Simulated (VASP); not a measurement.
Consider the following.

```
Rb
1.0
   -2.78262     2.78262     2.78262
    2.78262    -2.78262     2.78262
    2.78262     2.78262    -2.78262
Rb
1
Direct
  0.00000   0.00000   0.00000
```

Computed with PBE GGA, VASP's PBE PAW potentials (set 64) (plane waves; VASP). Numerical set-up: 300 eV cut-off, 11×11×11 Γ-centred mesh, Gaussian smearing of 0.27 eV, potentials Rb_sv.

At this cut-off the stress carries a Pulay error, which pulls relaxed volumes low. Energy and stress use the plane-wave basis of the starting cell.

The ions, cell shape and volume are relaxed. Give the cell that the relaxation ends in.

```
Rb
1.0
   -2.81708     2.81708     2.81708
    2.81708    -2.81708     2.81708
    2.81708     2.81708    -2.81708
Rb
1
Direct
  0.00000   0.00000   0.00000
```
Space group Im-3m (229), at a tolerance of 0.03 Å.

How do energy and volume change from the first to the last step?

The energy (σ→0) changes by -1.2 meV/atom and the volume by +3.8 %, in 3 ionic steps.

| step | E(σ→0) (eV) | max force (eV/Å) | pressure (GPa) | volume (Å³) |
|---|---|---|---|---|
| 1 | -0.9339 | 0.000 | 0.14 | 86.18 |
| 2 | -0.9345 | 0.000 | 0.10 | 87.10 |
| 3 | -0.9351 | 0.000 | 0.01 | 89.42 |

The structure is a typed Rb crystal. This run relaxes it. Symmetry was kept, so distortions that lower it aren't found. The run is one of a series of settings (EDIFFG = -0.01, IBRION = 2, ISIF = 3, NSW = 50 against the base run), some of them coarse on purpose.
